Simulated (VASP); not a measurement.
These are PBE GGA, VASP's PBE PAW potentials (set 64) (plane waves; VASP) values and carry that method's errors.

The input files of a VASP run:

### POSCAR
```
TiO2
1
    4.4984905936     0.0000000000     0.0000000000
    0.0000000000     4.4984905936     0.0000000000
    0.0000000000     0.0000000000     2.9170296349
Ti O
2 4
Direct
  0.0000000000   0.0000000000   0.0000000000
  0.5000000000   0.5000000000   0.5000000000
  0.3024442311   0.3024442311   0.0000000000
  0.8024442311   0.1975557689   0.5000000000
  0.1975557689   0.8024442311   0.5000000000
  0.6975557689   0.6975557689   0.0000000000
```

**INCAR**
```
SYSTEM=TiO2
PREC=Accurate; ENCUT=620; LREAL=.False.
LASPH=.True.
EDIFF=1E-6; NELM=100; ALGO=Normal
LMAXMIX=4
ISMEAR=0; SIGMA=0.05
GGA=PE
IBRION=2; NSW=40; ISIF=3
EDIFFG=-0.02; PSTRESS=300
LWAVE=.False.; LCHARG=.False.
```

**KPOINTS**
```
Automatic mesh
0
Gamma
5 5 8
0 0 0
```

POTCAR, in this order: Ti_sv O (PBE.64 set). Program: vasp_std.

What will the output report for the number of irreducible k-points (NKPTS), largest plane-wave count, number of space-group operations, FFT grid (NGX, NGY, NGZ)?

| Property | Value |
|---|---|
| number of irreducible k-points (NKPTS) | 30 |
| largest plane-wave count | 2092 |
| number of space-group operations | 16 |
| FFT grid (NGX, NGY, NGZ) | 40 × 40 × 24 |

The compound is TiO2 in the rutile structure. This run relaxes it under an external pressure of 30 GPa. Symmetry was kept, so distortions that lower it aren't found.
